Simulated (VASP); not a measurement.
A VASP calculation is set up with these files.

INCAR:
```
SYSTEM = In
PREC = Accurate
ENCUT = 300
EDIFF = 1E-6
NELM = 100
ALGO = Normal
LREAL = .FALSE.
LASPH = .TRUE.
ISMEAR = -1
SIGMA = 0.1
GGA = PE
LMAXMIX = 4
LWAVE = .FALSE.
LCHARG = .FALSE.
ISIF = 2
```

**POSCAR**
```
In
1.0
 -1.6250000000   1.6250000000   2.4750000000
  1.6250000000  -1.6250000000   2.4750000000
  1.6250000000   1.6250000000  -2.4750000000
In
1
Cartesian
  0.0000000000   0.0000000000   0.0000000000
```

**KPOINTS**
```
Automatic mesh
0
Gamma
15 15 15
0 0 0
```

POTCAR, in this order: In_d (PBE.64 set). Program: vasp_std.

Q: Translate this PBE calculation to Ansatz.

A: One equivalent input (not run):
Ansatz 0.2 input:
```yaml
crystal:
  lattice:
    - [-1.6250000, 1.6250000, 2.4750000]
    - [1.6250000, -1.6250000, 2.4750000]
    - [1.6250000, 1.6250000, -2.4750000]
  atoms:
    - { symbol: In, position: [0.0000000, 0.0000000, 0.0000000] }
kpoints:
  mp_grid: { grid: [15, 15, 15] }
hamiltonian:
  xc: pbe
  pseudopotentials: { kind: paw }
scf:
  occupations: { method: fermi_dirac, width: 0.1 }
  max_iter: 100
output: { forces: true, stress: true, eigenvalues: true }
```
The two are equivalent in intent, not identical: each code has its own PAW files, so the cut-off isn't converted (ENCUT is set for VASP's; basis.ecutwfc is left out, and Ansatz then takes the one that its files recommend); Ansatz stops its SCF on the density residual and VASP on the energy change (EDIFF).

The structure is a typed In crystal (I4/mmm). The cell was not relaxed at this level.
